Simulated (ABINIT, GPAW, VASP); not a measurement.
**Ta3AsAu2O13: 3 runs at one level of theory**

```
Ta As Au O
1.0
     5.24237    3.02668    4.14273
    -5.24237    3.02668    4.14273
     0.00000   -6.05337    4.14273
Ta As Au O
3 1 2 13
Direct
  0.23231 0.57284 0.23518
  0.22808 0.22449 0.57826
  0.57103 0.23584 0.22755
  0.56346 0.56281 0.56065
  0.97122 0.96685 0.96489
  0.75073 0.75277 0.74929
  0.40763 0.66832 0.39750
  0.41493 0.41412 0.66627
  0.66767 0.40592 0.40651
  0.49275 0.01595 0.36383
  0.36005 0.50023 0.01414
  0.01101 0.36497 0.49579
  0.35990 0.01442 0.50261
  0.01171 0.50493 0.35840
  0.50565 0.35840 0.00883
  0.10300 0.74844 0.11186
  0.11097 0.11306 0.74997
  0.74784 0.11258 0.11113
  0.30682 0.30540 0.30511
```

The cell comes from a database or a generator and needn't be the stable form of this composition.

Atoms were shifted at random by some hundredths of an Å from the given cell, which wasn't relaxed again for these runs.

Alike in all runs: task single point; functional PBE; k mesh 4 × 4 × 4; occupations fermi-dirac, width 0.05 eV; no spin polarisation; no spin-orbit coupling. Pressure is positive in compression and, in plane waves, holds the error of the finite cutoff.

```
                      program and potentials  plane-wave cutoff (eV)                                                                                   notes  band gap (eV)  pressure (GPa)  largest force (eV/Å)
VASP, PBE PAW files As, Au, O, Ta_pv, 520 eV                     520                                               7.26 valence electrons an atom on average           0.97            0.53                 4.480
                    ABINIT, JTH PAW PBE v2.0                     626                                               8.11 valence electrons an atom on average           0.97            0.11                 4.550
  GPAW, GPAW PAW data sets (gpaw-data 1.2.1)                     800  7.58 valence electrons an atom on average; this data set often lies off other programs           0.99            0.70                 4.511
```

Force on atom 2 (Ta), eV/Å:

```csv
program and potentials,x,y,z
"VASP, PBE PAW files As, Au, O, Ta_pv, 520 eV",-1.450,4.014,1.362
"ABINIT, JTH PAW PBE v2.0",-1.451,4.090,1.367
"GPAW, GPAW PAW data sets (gpaw-data 1.2.1)",-1.447,4.050,1.362
```

The band gap spans 0.97 (ABINIT, JTH PAW PBE v2.0) to 0.99 eV (GPAW, GPAW PAW data sets (gpaw-data 1.2.1)). The pressure spans 0.11 (ABINIT, JTH PAW PBE v2.0) to 0.70 GPa (GPAW, GPAW PAW data sets (gpaw-data 1.2.1)). Spin-orbit coupling, left out here, moves the band edges of heavy atoms. The gap is indirect and read on the mesh alone.

The functional is the same throughout but for its coding, so the spread measures potentials, basis and numerics; runs on potential files found faulty are left out.
